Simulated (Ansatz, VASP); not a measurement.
**H19C13O12 (amorphous polycarbonate of ethylene at 300 K): VASP beside Ansatz**

One calculation is typed for both programs; each brings its own data sets. How far apart do they land? The cell is taken from a series of runs on this material, whose earlier steps may have relaxed, scaled, displaced or heated it; both programs get it as it stands.

Calculated with Ansatz 0.2.0; plane waves, with VASP 6.6.1 beside it; single point at PBE with D3(BJ).

### 1. The structure

The cell holds 176 atoms: 52 C, 48 O and 76 H. Cell: a = 12.616 Å, b = 12.616 Å, c = 12.616 Å, α = 90.0°, β = 90.0°, γ = 90.0°. As first built, before any earlier steps moved the atoms (in the runner's words): 2 polycarbonate of ethylene chains of 8 units placed at random, at 1.22 g/cm^3; overlaps pushed apart, then 20 ps at 800 K with MMFF94 bonds, angles, torsions, charges and radii (Halgren, J. Comput. Chem. 17, 490 (1996)) in harmonic and 12-6 forms; charges of ions scaled by 0.8. Snapshot after 30 ps at 300 K and fixed volume. The cell carries charge +1.

### 2. Ansatz: single point, PBE with D3(BJ)

Ansatz runs on its default PAW (the set named soft_2) files.

A single point gives forces, pressure and levels at one fixed geometry, so differences don't come from the geometry; what else differs is listed under the comparison.

File input.yaml:

```yaml
crystal:
  lattice:
    - [12.6157, 0.0, 0.0]
    - [0.0, 12.6157, 0.0]
    - [0.0, 0.0, 12.6157]
  atoms:
    - { symbol: C, position: [0.15968, 0.78269, 0.2199] }
    - { symbol: O, position: [0.09234, 0.68985, 0.21734] }
    - { symbol: C, position: [0.98891, 0.70767, 0.23546] }
    - { symbol: O, position: [0.94891, 0.79282, 0.25741] }
    - { symbol: O, position: [0.93846, 0.61465, 0.22656] }
    - { symbol: C, position: [0.82545, 0.61651, 0.24939] }
    - { symbol: C, position: [0.78809, 0.50372, 0.25787] }
    - { symbol: O, position: [0.80406, 0.45356, 0.1554] }
    - { symbol: C, position: [0.74966, 0.36454, 0.13735] }
    - { symbol: O, position: [0.68459, 0.32379, 0.19597] }
    - { symbol: O, position: [0.77966, 0.32733, 0.04193] }
    - { symbol: C, position: [0.7274, 0.2315, 0.00696] }
    - { symbol: C, position: [0.62922, 0.26127, 0.94307] }
    - { symbol: O, position: [0.59035, 0.17048, 0.8848] }
    - { symbol: C, position: [0.64403, 0.14865, 0.79529] }
    - { symbol: O, position: [0.72178, 0.19511, 0.76249] }
    - { symbol: O, position: [0.59564, 0.066, 0.74825] }
    - { symbol: C, position: [0.64761, 0.02558, 0.65459] }
    - { symbol: C, position: [0.63067, 0.90612, 0.65388] }
    - { symbol: O, position: [0.69458, 0.86036, 0.57035] }
    - { symbol: C, position: [0.79648, 0.84257, 0.59693] }
    - { symbol: O, position: [0.83606, 0.85715, 0.6837] }
    - { symbol: O, position: [0.84596, 0.80469, 0.51078] }
    - { symbol: C, position: [0.95576, 0.77515, 0.52491] }
    - { symbol: C, position: [0.03301, 0.86364, 0.4995] }
    - { symbol: O, position: [0.05317, 0.9328, 0.58855] }
    - { symbol: C, position: [0.99467, 0.0217, 0.59184] }
    - { symbol: O, position: [0.92674, 0.04795, 0.52867] }
    - { symbol: O, position: [0.02504, 0.07727, 0.67746] }
    - { symbol: C, position: [0.97258, 0.17841, 0.68776] }
[... 140 atom lines left out ...]
    - { symbol: H, position: [0.36082, 0.36758, 0.65243] }
    - { symbol: H, position: [0.45312, 0.19208, 0.65671] }
    - { symbol: H, position: [0.435, 0.17837, 0.518] }
    - { symbol: H, position: [0.29656, 0.0766, 0.62188] }
    - { symbol: H, position: [0.25335, 0.1964, 0.68155] }
    - { symbol: H, position: [0.23685, 0.17543, 0.54284] }
total_charge: 1
kpoints:
  mp_grid: { grid: [1, 1, 1] }
hamiltonian:
  xc: pbe
  dispersion: d3bj
scf:
  occupations: { method: fermi_dirac, width: 0.01 }
  lower_state_search: "off"
output:
  forces: true
  stress: true
  populations: true
  dos:
    method: { smearing: { sigma: 0.15 } }
    de: 0.1
    projected: { site_lists: { C: [C], H: [H], O: [O] } }
  eigenvalues: true
  write_density: true
  write_potential: true
  volumetric_format: npy
magnetization:
  spin_polarized: true
  initial_magnetization: 1
```

Launch:

```console
$ ansatz run input.yaml --threads 4 --pin off --max-ram 8192MiB --backend cpu --events-out ev --progress --plain --runs-dir out
```

Numbers of over 12 decimals in the logs are rounded to 6 here.

The program printed:

```text
Engine: ansatz 0.2.0, aarch64-unknown-linux-gnu
Pseudopotentials: kind: paw
Pseudopotential: C, paw, valence charge 4, recommended cutoff 420 eV (normal), C.paw.azcp
Pseudopotential: O, paw, valence charge 6, recommended cutoff 420 eV (normal), O.paw.azcp
Pseudopotential: H, paw, valence charge 1, recommended cutoff 420 eV (normal), H.paw.azcp
Functional definition: PBE
  parameter kappa = 0.804
  parameter beta = 0.066725
  exchange = pbe_x(kappa = kappa, mu = beta*pi^2/3)
  correlation = pbe_c(beta = beta)
Crystal: 176 atoms, lattice volume = 2007.863 Å³
Basis set: ecut = 420 eV, 39127 PW (Γ), exchange–correlation on 180×180×180 points (8 copies of the dense FFT grid, shifted against one another)
Bands: 462, of which v1, the nominal top of the filled ones, is band 286 counted from 1 (285 counted from 0)
Symmetry: 1 space group operations
Space group: P1 (ITA 1), of the structure as read, at distance tolerance 1.3e-4 Å
Magnetic group: BNS 1.1 (UNI 1), of the structure as read, at distance tolerance 1.3e-4 Å
k-points: 1
Non-local potential: C, projectors of the file, l = 0: 2, l = 1: 2, l = 2: 1
Non-local potential: O, projectors of the file, l = 0: 2, l = 1: 2, l = 2: 1
Non-local potential: H, projectors of the file, l = 0: 2, l = 1: 1
PAW form: soft (Blöchl's): semilocal exchange-correlation on the pseudo side does not see the compensation charge
PAW one-centre angular grid: C, 110 points (default); XC on 64 Gauss nodes
PAW one-centre angular grid: O, 110 points (default); XC on 64 Gauss nodes
PAW one-centre angular grid: H, 110 points (default); XC on 64 Gauss nodes
Initial density: superposition of atomic densities (chi_scale 0.1, normalization cell, long waves 15 % of neutral atoms scaled as one to the charged cell's electrons (reshape's long-wave potential 1.15 eV rms, cloud 0.97 Å wide))
Starting moments: Σ|m| = 1 μB on 176 of 176 sites
Initial wavefunctions: pseudopotential atomic-orbital guess
Functional: x = pbe(κ = 0.804, μ = 0.219515), c = pbe(β = 0.066725)
SCF iter   1: F=—  HF=-41568.826240 eV  |F-HF|=—  |Δ(HF+E_count)|=         —  Δρ=5.76e-2 (↑5.70e-2 ↓5.76e-2)  dr2=2.62e2  dr2_m=5.57e-1  M=1.000 μB ∫|m|=1.051 μB  β_m=1.00  ethr=3.10e-3  ⟨swp⟩=6.0  Hψ=3750  notcnv=0  defer=190
preconditioner: auto → Resta (q_TF=auto, 2.212 Å⁻¹)  ε∞=2.3  [insulator: Δε(μ)=0.035 eV  Ē_g=16.983 eV  σ=0.010 eV  W_gap=0.70  n_scr=364 (ndim 8)  ℏωp=19.6 eV  f_vac=0.177  D(μ)=25.49/eV (n_scr^D=122)  ε∞_Penn≈2.3]
spin=Collinear: Resta preconditioning applied to the charge; magnetization (m = ρ↑ − ρ↓) channel mixes plain (no charge-response kernel on spin).
SCF iter   2: F=—  HF=-41512.478772 eV  |F-HF|=—  |Δ(HF+E_count)|=         —  Δρ=3.68e-2 (↑3.55e-2 ↓3.68e-2)  dr2=9.23e1  dr2_m=4.37e-1  M=0.104 μB ∫|m|=0.264 μB  β_m=0.30  ethr=3.10e-3  ⟨swp⟩=3.0  Hψ=1587  notcnv=0  defer=343
Mixer restart at iter 2: flushing history
SCF iter   3: F=—  HF=-41494.181623 eV  |F-HF|=—  |Δ(HF+E_count)|=    1.83e1  Δρ=2.74e-2 (↑2.42e-2 ↓2.74e-2)  dr2=4.38e1  dr2_m=8.92e-1  M=0.999 μB ∫|m|=1.294 μB  β_m=0.30  ethr=3.10e-3  ⟨swp⟩=3.0  Hψ=1339  notcnv=0  defer=343
SCF iter   4: F=—  HF=-41484.652697 eV  |F-HF|=—  |Δ(HF+E_count)|=    9.53e0  Δρ=1.62e-2 (↑1.31e-2 ↓1.62e-2)  dr2=1.55e1  dr2_m=1.47e-1  M=0.619 μB ∫|m|=0.848 μB  β_m=0.30  ethr=3.10e-3  ⟨swp⟩=3.5  Hψ=1952  notcnv=0  defer=342
SCF iter   5: F=—  HF=-41482.157995 eV  |F-HF|=—  |Δ(HF+E_count)|=    2.49e0  Δρ=1.27e-2 (↑9.03e-3 ↓1.27e-2)  dr2=1.08e1  dr2_m=1.88e-1  M=0.216 μB ∫|m|=0.359 μB  β_m=0.30  ethr=2.71e-3  ⟨swp⟩=3.0  Hψ=1622  notcnv=0  defer=338
SCF iter   6: F=—  HF=-41481.675958 eV  |F-HF|=—  |Δ(HF+E_count)|=   4.82e-1  Δρ=8.63e-3 (↑7.03e-3 ↓8.63e-3)  dr2=5.90e0  dr2_m=8.07e-2  M=0.076 μB ∫|m|=0.191 μB  β_m=0.30  ethr=1.89e-3  ⟨swp⟩=4.0  Hψ=2192  notcnv=0  defer=336
SCF iter   7: F=—  HF=-41481.332140 eV  |F-HF|=—  |Δ(HF+E_count)|=   3.44e-1  Δρ=9.77e-3 (↑4.55e-3 ↓9.77e-3)  dr2=5.33e0  dr2_m=2.38e-1  M=0.991 μB ∫|m|=1.051 μB  β_m=0.30  ethr=1.03e-3  ⟨swp⟩=4.0  Hψ=2210  notcnv=0  defer=344
SCF iter   8: F=—  HF=-41481.481065 eV  |F-HF|=—  |Δ(HF+E_count)|=   1.49e-1  Δρ=1.41e-2 (↑4.00e-3 ↓1.41e-2)  dr2=8.46e0  dr2_m=6.64e-1  M=0.877 μB ∫|m|=0.998 μB  β_m=0.30  ethr=9.34e-4  ⟨swp⟩=3.0  Hψ=2173  notcnv=0  defer=344
SCF iter   9: F=—  HF=-41480.995561 eV  |F-HF|=—  |Δ(HF+E_count)|=   4.86e-1  Δρ=6.60e-3 (↑4.22e-3 ↓6.60e-3)  dr2=3.02e0  dr2_m=1.14e-1  M=0.251 μB ∫|m|=0.388 μB  β_m=0.30  ethr=9.34e-4  ⟨swp⟩=3.0  Hψ=1091  notcnv=0  defer=344
SCF iter  10: F=—  HF=-41480.902043 eV  |F-HF|=—  |Δ(HF+E_count)|=   9.35e-2  Δρ=5.38e-3 (↑4.15e-3 ↓5.38e-3)  dr2=2.89e0  dr2_m=5.73e-2  M=0.095 μB ∫|m|=0.216 μB  β_m=0.30  ethr=5.29e-4  ⟨swp⟩=1.0  Hψ=822  notcnv=0  defer=344
Mixer restart at iter 10: flushing history
[...]
--- Löwdin populations: 176 sites ---
  site symbol       q [e]    m [muB]
     0      C      4.2218     0.0003
     1      O      6.2669     0.0083
     2      C      3.2929    -0.0036
     3      O      6.4169     0.0491
     4      O      6.2693     0.0089
     5      C      4.0519     0.0003
     6      C      4.0492     0.0003
     7      O      6.2599     0.0041
     8      C      3.2890    -0.0016
     9      O      6.4396     0.0212
    10      O      6.2666     0.0049
    11      C      4.0594     0.0013
    12      C      4.0589     0.0014
    13      O      6.2636     0.0041
    14      C      3.2885    -0.0007
    15      O      6.4339     0.0059
    16      O      6.2646     0.0026
    17      C      4.0592     0.0008
    18      C      4.0514     0.0005
    19      O      6.2660     0.0048
    20      C      3.2900    -0.0024
    21      O      6.4297     0.0242
    22      O      6.2511     0.0147
    23      C      4.0625     0.0032
[...]
168      H      0.7879     0.0003
   169      H      0.8032     0.0003
   170      H      0.8078    -0.0001
   171      H      0.8172     0.0005
   172      H      0.8072    -0.0000
   173      H      0.8045     0.0003
   174      H      0.8298    -0.0000
   175      H      0.8021     0.0002
  spilling = 0.013195 (of n_electrons = 571.000000)
```

The column dr2 measures how far the density is from self-consistency, as an energy; F and HF (Harris–Foulkes) agree once it is small.

### 3. VASP: single point, PBE with D3(BJ)

The same cell, functional, mesh and smearing now go to VASP, with its own data sets.

Lines of VASP's logs that name or quote its potential files are left out, and so is its time.

File INCAR:

```
SYSTEM = H19C13O12
PREC = Accurate
ENCUT = 600
EDIFF = 1E-06
NELM = 200
ISMEAR = -1
SIGMA = 0.01
LREAL = Auto
ALGO = Normal
GGA = PE
IVDW = 12
NELECT = 571
NBANDS = 408
ISPIN = 2
MAGMOM = 0 -0 0 0 -0 0 0 -0 0 0 -0 0 0 -0 0 0 -0 0 0 -0 0 0 -0 0 0 0 0 -0 0 0 -0 0 0 -0 0 0 -0 0 0 -0 0 0 -0 0 0 -0 0 0 -0 0 0 0 0.01 0.02 0.01 0 0.01 0 0 0 0 0 0.01 0.01 0.01 0.01 0 0 0.03 0.01 0.01 0.02 0 0.01 0.03 0 0.01 0.05 0.02 0.01 0.02 0.02 0.02 0.02 0 0 0.01 0 0 0 0 0.01 0.02 0.01 0.01 0.03 0.01 0.01 0.03 0.01 0 0 0 0 0 0 0 0 0 0 0 0 0 0 0 0 0 0 0 0 0 -0 0 0 0 0 0 0 0 -0 0 0 0 0 0 0 0 0 0 -0 0 0 0 0 0 0 0 0 0 0 0 0 0 0 0 0 0 0 0 0 0 0 0 0 0 0 0 -0 0 0 0 0 -0 0 0 0
LORBIT = 11
LWAVE = .FALSE.
LCHARG = .FALSE.
ISIF = 2
LASPH = .TRUE.
GGA_COMPAT = .FALSE.
```

File POSCAR:

```
H19C13O12
1.0
   12.6157000000      0.0000000000      0.0000000000
    0.0000000000     12.6157000000      0.0000000000
    0.0000000000      0.0000000000     12.6157000000
C O H
52 48 76
Direct
    0.1596800000      0.7826900000      0.2199000000
    0.9889100000      0.7076700000      0.2354600000
    0.8254500000      0.6165100000      0.2493900000
    0.7880900000      0.5037200000      0.2578700000
    0.7496600000      0.3645400000      0.1373500000
    0.7274000000      0.2315000000      0.0069600000
    0.6292200000      0.2612700000      0.9430700000
    0.6440300000      0.1486500000      0.7952900000
    0.6476100000      0.0255800000      0.6545900000
    0.6306700000      0.9061200000      0.6538800000
    0.7964800000      0.8425700000      0.5969300000
    0.9557600000      0.7751500000      0.5249100000
    0.0330100000      0.8636400000      0.4995000000
    0.9946700000      0.0217000000      0.5918400000
    0.9725800000      0.1784100000      0.6877600000
    0.0016500000      0.2212800000      0.7961000000
    0.9703900000      0.3890200000      0.8817300000
    0.0441400000      0.4051800000      0.0533300000
    0.1362100000      0.4813400000      0.0465400000
    0.2718600000      0.3903400000      0.1377700000
    0.4222000000      0.3157600000      0.2226600000
    0.4804700000      0.4000100000      0.2840700000
    0.4444600000      0.5535700000      0.3841500000
    0.3941300000      0.6944000000      0.4999200000
    0.3910700000      0.6683000000      0.6174000000
    0.2832000000      0.6293600000      0.6559400000
    0.7529900000      0.2310000000      0.4300800000
    0.6778600000      0.0839300000      0.3435600000
    0.5943200000      0.9313500000      0.2739100000
    0.6027400000      0.9455900000      0.1553000000
[... 140 atom lines left out ...]
    0.3608200000      0.3675800000      0.6524300000
    0.4531200000      0.1920800000      0.6567100000
    0.4350000000      0.1783700000      0.5180000000
    0.2965600000      0.0766000000      0.6218800000
    0.2533500000      0.1964000000      0.6815500000
    0.2368500000      0.1754300000      0.5428400000
```

File KPOINTS:

```
Automatic mesh
0
Gamma
1 1 1
0 0 0
```

Potentials, in the order of the species: C, O and H (PBE family, release 64).

Launch:

```console
$ export OMP_NUM_THREADS=4
$ mpirun -np 1 vasp_gam
```

The program printed:

```text
[banner, memory and clock lines left out]
running    1 mpi-ranks, on    1 nodes
[...]
Offloading initialized ...    1 GPUs detected
[...]
LDA part: xc-table for (Slater+PW92), standard interpolation
 POSCAR, INCAR and KPOINTS ok, starting setup
[...]
entering main loop
       N       E                     dE             d eps       ncg     rms          rms(c)
DAV:   1     0.504455904247E+04    0.50446E+04   -0.33689E+05  1688   0.147E+03
DAV:   2    -0.588619163811E+03   -0.56332E+04   -0.53611E+04  2048   0.336E+02
DAV:   3    -0.113572353833E+04   -0.54710E+03   -0.54185E+03  2008   0.109E+02
DAV:   4    -0.114834300618E+04   -0.12619E+02   -0.12555E+02  2032   0.178E+01
DAV:   5    -0.114869529590E+04   -0.35229E+00   -0.35176E+00  2032   0.277E+00BRMIX: very serious problems
 the old and the new charge density differ
 old charge density:   572.00000 new  571.00000
    0.569E+01
DAV:   6    -0.108317794147E+04    0.65517E+02   -0.14997E+02  1944   0.200E+01    0.283E+01
DAV:   7    -0.107409818207E+04    0.90798E+01   -0.32005E+01  2024   0.920E+00    0.152E+01
DAV:   8    -0.107253053636E+04    0.15676E+01   -0.17469E+01  2128   0.647E+00    0.892E+00
DAV:   9    -0.107191517146E+04    0.61536E+00   -0.69722E+00  2024   0.381E+00    0.821E+00
[...]
DAV:  13    -0.107179970863E+04    0.39620E-01   -0.21998E+00  2176   0.124E+00    0.260E+00
DAV:  14    -0.107179480135E+04    0.49073E-02   -0.11222E+00  2208   0.113E+00    0.277E+00
DAV:  15    -0.107181624309E+04   -0.21442E-01   -0.84836E-01  2104   0.841E-01    0.605E+00
[... 138 further cycles ...]
DAV: 154    -0.107173646523E+04    0.77402E-04   -0.23279E-04  2040   0.127E-02    0.134E-01
DAV: 155    -0.107173642148E+04    0.43742E-04   -0.13579E-04  1920   0.108E-02    0.105E-01
DAV: 156    -0.107173641382E+04    0.76606E-05   -0.21240E-05  1688   0.480E-03    0.102E-01
DAV: 157    -0.107173642405E+04   -0.10228E-04   -0.14292E-06  1216   0.165E-03    0.111E-01
[...]
DAV: 161    -0.107173627682E+04    0.42185E-04   -0.93565E-05  1976   0.105E-02    0.995E-02
DAV: 162    -0.107173626402E+04    0.12802E-04   -0.12223E-05  1840   0.492E-03    0.985E-02
DAV: 163    -0.107173626313E+04    0.88436E-06   -0.20588E-07  1048   0.744E-04
   1 F= -.10804268E+04 E0= -.10804166E+04  d E =-.205307E-01  mag=    -0.8179
```

Parts of OUTCAR (step 3):

```text
 magnetization (x)
# of ion       s       p       d       tot
------------------------------------------
    1       -0.000  -0.000   0.000  -0.000
    2        0.000   0.002   0.000   0.002
    3       -0.000  -0.000   0.000  -0.000
    4        0.000  -0.000   0.000  -0.000
    5        0.000   0.001   0.000   0.001
    6       -0.000  -0.001   0.000  -0.001
[...]
174       -0.000  -0.000   0.000  -0.000
  175       -0.000  -0.000   0.000  -0.000
  176       -0.001  -0.000   0.000  -0.001
--------------------------------------------------
tot         -0.023  -0.625   0.000  -0.648
```

The run ends at a pressure of -0.24 GPa, with forces up to 0.48 eV/Å.

### 4. Differences

Known differences besides the potentials themselves: VASP starts from the moments at which Ansatz ended; the cutoff is 420 eV in Ansatz and 600 eV in VASP (PREC = Accurate, projectors in real space); site moments are counted in spheres of each program's own size. Total energies have different zeros and are not compared.

Compared:

```csv
quantity,Ansatz,VASP,difference
total moment (μB),-1.00,-0.82,-0.18
moment on O78 (μB),-0.05,-0.08,+0.03
moment on O75 (μB),-0.03,-0.05,+0.02
```

Forces on 7 of the 176 atoms, those with the largest forces and the largest differences (eV/Å; atoms numbered as in POSCAR):

```csv
atom,"Ansatz x, y, z","VASP x, y, z"
O60,"0.009, 0.002, -0.002","0.378, 0.218, -0.158"
O63,"-0.002, -0.007, -0.006","0.183, 0.065, 0.402"
O66,"0.001, 0.002, -0.002","-0.324, 0.124, -0.302"
O69,"0.003, -0.008, 0.002","-0.181, 0.428, 0.024"
O87,"-0.001, 0.000, -0.008","0.006, 0.022, 0.447"
O90,"0.003, 0.000, 0.003","-0.330, 0.313, -0.037"
O96,"-0.002, -0.008, -0.002","0.304, -0.049, 0.374"
```

The forces differ by 101 meV/Å r.m.s., where the r.m.s. force is 0.007 eV/Å in Ansatz and 0.099 eV/Å in VASP: the atoms lie near their places of rest in Ansatz, so a percentage would say little (all taken over all components). VASP's last cycles still show a density residual of 1e-02, so its state may not be settled. Without spin-orbit coupling the overall direction of the spins is arbitrary; the signs of Ansatz's moments are turned here to match VASP's. The cell carries a charge of +1 e against a uniform background, so its pressure also hangs on how the neutralising background is counted, and in a defect's cell a gap may be the spacing between its levels.

### 5. What came out

```
r.m.s. force difference (single point, PBE with D3(BJ)) : 101 meV/Å
```

The r.m.s. force difference is 101 meV/Å (single point, PBE with D3(BJ)), beyond the 12 meV/Å picked in this series as the mark of a large difference. What causes the difference of the single point, PBE with D3(BJ) pair stays open here. Such differences can come from data sets, numerical settings and the points named under the comparisons, not from the functional's error against experiment.

[Lines on the potential files, build, host, timing and source positions are cut from VASP's logs without a mark.]

[Logs are printed without paths, hosts, clocks, repeated set-up lines and the standing remarks that a program may print on its own settings, such as how far it seeks lower states.]

[Hosts, paths, dates, database ids (printed as entryN), source tags and the programs' standing remarks are cut or masked in the printed files.]

[The MMFF94 radii named for the starting cell were scaled by 0.96; in molecules described by MMFF94, hydrogen bound to N, O or S took a small fixed 12-6 site in their place.]
